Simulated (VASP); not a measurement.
# C₂H₆SO: convergence, nudged elastic band

C₂H₆SO, molecule in box, 10 atoms in the cell. PBE, nudged elastic band; PAW potentials S, O, C, H (PBE set). VASP 6.6.1.

Wanted: barrier within 0.02 eV.

Path: methyl rotation in C2H6SO; Moving images: 3.

The series start from Cutoff ENCUT (eV): 400; SCF threshold EDIFF (eV): 1e-5; PREC: Normal; LREAL: no. Each series keeps the choices made before it, and each single choice may use up half of a tolerance. Times cover all steps of a run.

## Cutoff ENCUT (eV)

| Cutoff ENCUT (eV) | Barrier (eV) | Time (s) |
|---|---|---|
| 350 | 0.109 | 116 |
| 400 | 0.104 | 124 |
| 450 | 0.104 | 127 |
| 500 | 0.105 | 155 |
| 550 | 0.105 | 165 |
| 600 (reference) | 0.105 | 183 |

Chosen: 350, the loosest value from which every tighter one stays within half of the tolerance.

## SCF threshold EDIFF (eV)

| SCF threshold EDIFF (eV) | Barrier (eV) | Time (s) |
|---|---|---|
| 0.001 | 0.109 | 98 |
| 0.0001 | 0.109 | 126 |
| 1e-5 | 0.109 | 116 |
| 1e-6 (reference) | 0.109 | 186 |

Chosen: 0.001.

## PREC

| PREC | Barrier (eV) | Time (s) |
|---|---|---|
| Normal | 0.109 | 98 |
| Accurate | 0.107 | 152 |

Chosen: Normal; no other choice that stays within half of the tolerance saves 30 % of the time.

## LREAL

| LREAL | Barrier (eV) | Time (s) |
|---|---|---|
| no | 0.109 | 98 |
| Auto | 0.109 | 82 |

Chosen: no.

## All choices together

| Input | Barrier (eV) | Time (s) |
|---|---|---|
| chosen settings | 0.109 | 98 |
| reference settings throughout | 0.105 | 253 |

The tolerance is met.

## The input

INCAR.step1:
```
PREC     = Normal         # precision mode
ENCUT    = 350            # plane-wave cutoff, eV
EDIFF    = 0.001          # SCF threshold, eV
ISMEAR   = 0              # smearing method
SIGMA    = 0.01           # smearing width, eV
ISYM     = 0            
LREAL    = False          # projectors in reciprocal space
LASPH    = True           # aspherical terms in the spheres
NELM     = 100            # most SCF steps
ALGO     = Normal         # electronic algorithm
LWAVE    = False          # write WAVECAR
LCHARG   = False          # write CHGCAR
IBRION   = 2              # ionic algorithm
NSW      = 100            # ionic steps
ISIF     = 2              # what is computed and relaxed
EDIFFG   = -0.02          # ionic threshold
POTIM    = 0.5            # step
```

INCAR.step3, as INCAR.step1 but for:
```
- IBRION = 2
- NSW = 100
- ISIF = 2
- EDIFFG = -0.02
- POTIM = 0.5
+ IBRION = 1
+ POTIM = 0.3
+ NSW = 200
+ EDIFFG = -0.05
+ SPRING = -5
+ IMAGES = 3
```

KPOINTS:
```
k-points
0
Gamma
  1 1 1
```

00/POSCAR:
```
H6C2SO
1.0
   11.0000000000      0.0000000000      0.0000000000
    0.0000000000     10.5000000000      0.0000000000
    0.0000000000      0.0000000000      9.0000000000
S O C H
1 1 2 6
Direct
    0.4985957547      0.5355046656      0.4156995740
    0.4993933454      0.6558652937      0.5044466233
    0.6213426044      0.4364722755      0.4863510884
    0.3754218000      0.4368555396      0.4864942845
    0.6128536309      0.4284848664      0.6079571591
    0.2900436725      0.4852306136      0.4574027540
    0.6180007753      0.3422195248      0.4327617770
    0.7066758930      0.4849549647      0.4573033213
    0.3786782944      0.3426309966      0.4327890001
    0.3837763724      0.4285668904      0.6080974953
```

01/POSCAR:
```
H6C2SO
1.0
   11.0000000000      0.0000000000      0.0000000000
    0.0000000000     10.5000000000      0.0000000000
    0.0000000000      0.0000000000      9.0000000000
S O C H
1 1 2 6
Direct
    0.4975967391      0.5365208597      0.4153594531
    0.4988089284      0.6566389319      0.5058762971
    0.6181193096      0.4386408548      0.4837892035
    0.3758846712      0.4368424221      0.4857167127
    0.5936546583      0.3860414964      0.5854356980
    0.2905431197      0.4846773353      0.4572895108
    0.6507771749      0.3682211906      0.4024888399
    0.6968700856      0.4976209945      0.5138340073
    0.3792165153      0.3428636757      0.4325713657
    0.3833109411      0.4287178701      0.6069419889
```

02/POSCAR:
```
H6C2SO
1.0
   11.0000000000      0.0000000000      0.0000000000
    0.0000000000     10.5000000000      0.0000000000
    0.0000000000      0.0000000000      9.0000000000
S O C H
1 1 2 6
Direct
    0.4987091264      0.5359599402      0.4162560838
    0.4987107628      0.6568079402      0.5071963061
    0.6204842173      0.4368304164      0.4850738616
    0.3769318537      0.4368332736      0.4850739727
    0.5819183900      0.3539553607      0.5414099352
    0.2914903991      0.4839826069      0.4573637505
    0.6797185264      0.4075209157      0.3937972256
    0.6721558873      0.4932923447      0.5648947736
    0.3801228537      0.3430898450      0.4324845283
    0.3845401264      0.4285129878      0.6057526394
```

03/POSCAR:
```
H6C2SO
1.0
   11.0000000000      0.0000000000      0.0000000000
    0.0000000000     10.5000000000      0.0000000000
    0.0000000000      0.0000000000      9.0000000000
S O C H
1 1 2 6
Direct
    0.4979067887      0.5365584000      0.4151432905
    0.4989262113      0.6568124034      0.5055036469
    0.6182670768      0.4389161400      0.4845229550
    0.3760207884      0.4371719395      0.4853707159
    0.5958314524      0.3366945281      0.4873202840
    0.2907970588      0.4851838183      0.4568114857
    0.7011234971      0.4479867430      0.4170935420
    0.6432079277      0.4653815991      0.5988464598
    0.3786844108      0.3431530643      0.4321923455
    0.3840169312      0.4289269952      0.6064983516
```

04/POSCAR:
```
H6C2SO
1.0
   11.0000000000      0.0000000000      0.0000000000
    0.0000000000     10.5000000000      0.0000000000
    0.0000000000      0.0000000000      9.0000000000
S O C H
1 1 2 6
Direct
    0.4992446816      0.5355847464      0.4153132733
    0.4996439573      0.6560597999      0.5038999640
    0.6210723182      0.4359515568      0.4872255709
    0.3756553367      0.4374405846      0.4856097009
    0.6172883309      0.3415273720      0.4340259993
    0.2905276703      0.4861991348      0.4562907575
    0.7070726385      0.4834737701      0.4588171434
    0.6116912954      0.4282309678      0.6087060556
    0.3787264817      0.3430639246      0.4322003988
    0.3838594325      0.4292537738      0.6072142130
```

POSCAR.step1:
```
H6C2SO
1.0
   11.0000000000      0.0000000000      0.0000000000
    0.0000000000     10.5000000000      0.0000000000
    0.0000000000      0.0000000000      9.0000000000
S O C H
1 1 2 6
Direct
    0.4984790234      0.5358792964      0.4167062188
    0.4984806598      0.6567272964      0.5076464410
    0.6202541143      0.4367497726      0.4855239966
    0.3767017507      0.4367526298      0.4855241077
    0.6126456598      0.4284294869      0.6062026632
    0.2912602961      0.4839019631      0.4578138855
    0.6170612961      0.3430064393      0.4329344410
    0.7056965688      0.4838972012      0.4578138855
    0.3798927507      0.3430092012      0.4329346632
    0.3843100234      0.4284323441      0.6062027744
```

POSCAR.step2:
```
H6C2SO
1.0
   11.0000000000      0.0000000000      0.0000000000
    0.0000000000     10.5000000000      0.0000000000
    0.0000000000      0.0000000000      9.0000000000
S O C H
1 1 2 6
Direct
    0.4989851452      0.5363197056      0.4162318310
    0.4989867815      0.6571677056      0.5071720533
    0.6207602361      0.4371901818      0.4850496088
    0.3772078724      0.4371930389      0.4850497199
    0.6141298885      0.3428322944      0.4344547518
    0.2917664179      0.4843423723      0.4573394977
    0.7087397039      0.4808234440      0.4608027171
    0.6089910799      0.4285945250      0.6050142351
    0.3803988724      0.3434496104      0.4324602755
    0.3848161452      0.4288727532      0.6057283866
```

Commands (each step's output is kept before the next begins):
```
cat potpaw_PBE.64/S/POTCAR potpaw_PBE.64/O/POTCAR potpaw_PBE.64/C/POTCAR potpaw_PBE.64/H/POTCAR > POTCAR
cp INCAR.step1 INCAR
cp POSCAR.step1 POSCAR
mpirun -np 2 vasp_gam > vasp.out
cp POSCAR.step2 POSCAR
mpirun -np 2 vasp_gam > vasp.out
# 00 and 04 hold the relaxed ends, the second shifted as a whole so that the mean position stays; the images between are interpolated (pair-distance (IDPP), through a guessed midpoint)
cp INCAR.step3 INCAR
mpirun -np 3 vasp_gam > vasp.out
```

The chosen input took VASP 6.6.1 98 s on 3 cores (AMD EPYC 9R45 (Zen 5)), a shared host.
